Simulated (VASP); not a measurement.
Input:

```
C
1.0
    1.24539    -2.15708     0.00000
    1.24539     2.15708     0.00000
    0.00000     0.00000     6.77074
C
4
Direct
  0.00000   0.00000   0.25000
  0.00000   0.00000   0.75000
  0.33333   0.66667   0.25000
  0.66667   0.33333   0.75000
```

The numbers are results of optB88-vdW, VASP's PBE PAW potentials (set 64) (plane waves; VASP), not measurements. Numerical set-up: 520 eV cut-off, 10×10×4 Γ-centred mesh, Gaussian smearing of 0.050 eV, potentials C.

The ions and cell shape at fixed volume are relaxed. Which structure does the run end with?

```
C
1.0
    1.23409    -2.13750     0.00000
    1.23409     2.13750     0.00000
    0.00000     0.00000     6.89531
C
4
Direct
  0.00000   0.00000   0.25000
  0.00000   0.00000   0.75000
  0.33333   0.66667   0.25000
  0.66667   0.33333   0.75000
```
Space group P6_3/mmc (194), at a tolerance of 0.03 Å.

How much energy does the relaxation gain?

The energy (σ→0) changes by -5.9 meV/atom, in 3 ionic steps.

```json
[
 {"step": "1", "E(σ→0) (eV)": "-32.0944", "max force (eV/Å)": "0.000", "pressure (GPa)": "-7.82", "volume (Å³)": "36.38"},
 {"step": "2", "E(σ→0) (eV)": "-32.1176", "max force (eV/Å)": "0.000", "pressure (GPa)": "-0.06", "volume (Å³)": "36.38"},
 {"step": "3", "E(σ→0) (eV)": "-32.1180", "max force (eV/Å)": "0.000", "pressure (GPa)": "-0.96", "volume (Å³)": "36.38"}
]
```

The compound is C in the graphite structure. This cell is one point of a volume scan, at 1.03 of the reference volume. Symmetry was kept, so distortions that lower it aren't found.
